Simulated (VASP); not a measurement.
The system is Y2CF2.

```
CELL_PARAMETERS angstrom
3.66510 0.00000 0.00000
-1.83255 3.17407 0.00000
0.00000 0.00000 6.29697
ATOMIC_POSITIONS crystal
Y 0.33333 0.66667 0.21450
Y 0.66667 0.33333 0.78550
C 0.00000 0.00000 0.00000
F 0.33333 0.66667 0.60310
F 0.66667 0.33333 0.39690
```

The cell comes from a database or a generator and needn't be the stable form of this composition.

* Program: VASP 6.6.1
* Task: relaxation of cell and atoms
* Functional: PBE
* Potentials or basis: VASP PAW PBE potentials, release 64 (Y_sv, C, F)
* Cutoff: 600 eV
* k mesh: 9 × 9 × 4
* Occupations: gaussian, width 0.03 eV
* Spin: no spin polarisation

At the start: pressure 1.7 GPa; volume 14.65 Å³/atom.

How do energy, volume and symmetry change on relaxing?

Over 9 steps the energy falls by 10.7 meV/atom and the volume is 14.98 Å³/atom (+2.3 %); space group P-3m1 (No. 164, to 0.05 Å).

Step by step:
| step | energy change (eV) | largest force (eV/Å) | pressure (GPa) | volume (Å³) |
| --- | --- | --- | --- | --- |
| 1 | 0.0000 | 0.5326 | 1.70 | 73.25 |
| 2 | -0.0260 | 0.3310 | -0.98 | 74.92 |
| 3 | -0.0267 | 0.2962 | -1.45 | 75.24 |
| 4 | -0.0459 | 0.1000 | -0.35 | 74.73 |
| 5 | -0.0491 | 0.0323 | 0.39 | 74.42 |
| 6 | -0.0522 | 0.0458 | 0.02 | 74.74 |
| 7 | -0.0532 | 0.0665 | -0.34 | 75.08 |
| 8 | -0.0534 | 0.0531 | 0.33 | 74.77 |
| 9 | -0.0537 | 0.0066 | 0.04 | 74.91 |

Final structure:
```
Y C F
1.0
     3.65751    0.00000    0.00000
    -1.82876    3.16750    0.00000
     0.00000    0.00000    6.46639
Y C F
2 1 2
Direct
  0.33333 0.66667 0.20977
  0.66667 0.33333 0.79023
  0.00000 0.00000 0.00000
  0.33333 0.66667 0.61808
  0.66667 0.33333 0.38192
```
